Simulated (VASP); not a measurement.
Input:

```yaml
crystal:
  lattice:
    - [3.46193, 0.00000, 0.00000]
    - [0.00000, 6.25189, 0.00000]
    - [0.00000, 0.00000, 14.20882]
  atoms:
    - { symbol: Te, position: [0.50000, 0.79372, 0.90525] }
    - { symbol: Te, position: [0.00000, 0.20628, 0.40525] }
    - { symbol: Te, position: [0.50000, 0.70006, 0.36079] }
    - { symbol: Te, position: [0.00000, 0.29994, 0.86079] }
    - { symbol: Te, position: [0.00000, 0.85547, 0.65440] }
    - { symbol: Te, position: [0.50000, 0.14453, 0.15440] }
    - { symbol: Te, position: [0.00000, 0.64939, 0.10970] }
    - { symbol: Te, position: [0.50000, 0.35061, 0.60970] }
    - { symbol: W, position: [0.50000, 0.95654, 0.51517] }
    - { symbol: W, position: [0.00000, 0.04346, 0.01517] }
    - { symbol: W, position: [0.50000, 0.39962, 0.99999] }
    - { symbol: W, position: [0.00000, 0.60038, 0.49999] }
```

The numbers are results of PBEsol GGA, VASP's PBE PAW potentials (set 64) (plane waves; VASP), not measurements. Numerical set-up: 400 eV cut-off, 10×6×3 Γ-centred mesh, tetrahedra with Blöchl corrections, potentials Te W_sv.

The cores are frozen, which limits the accuracy of field gradients. Without a dispersion term in the relaxation, distances and binding between the weakly bound layers, chains or molecules are unreliable, and so is what depends on them.

Give the principal components of the electric field gradient (V/Å²) and the asymmetry η at each nucleus.

| atom | Vxx | Vyy | Vzz | η |
|---|---|---|---|---|
| Te1 | 207.1 | 3.0 | -210.1 | 0.97 |
| Te2 | 207.1 | 3.0 | -210.1 | 0.97 |
| Te3 | 111.3 | 6.5 | -117.8 | 0.89 |
| Te4 | 111.3 | 6.5 | -117.8 | 0.89 |
| Te5 | 108.4 | 14.8 | -123.2 | 0.76 |
| Te6 | 108.4 | 14.8 | -123.2 | 0.76 |
| Te7 | 208.7 | 3.5 | -212.2 | 0.97 |
| Te8 | 208.7 | 3.5 | -212.2 | 0.97 |
| W9 | 119.5 | 8.6 | -128.2 | 0.86 |
| W10 | 119.5 | 8.6 | -128.2 | 0.86 |
| W11 | 122.3 | 8.4 | -130.7 | 0.87 |
| W12 | 122.3 | 8.4 | -130.7 | 0.87 |

The structure comes from a computed database's Te2W entry (Pmn2_1); how it stands against other phases isn't given here. It was relaxed first, which changed the volume by -8 %.
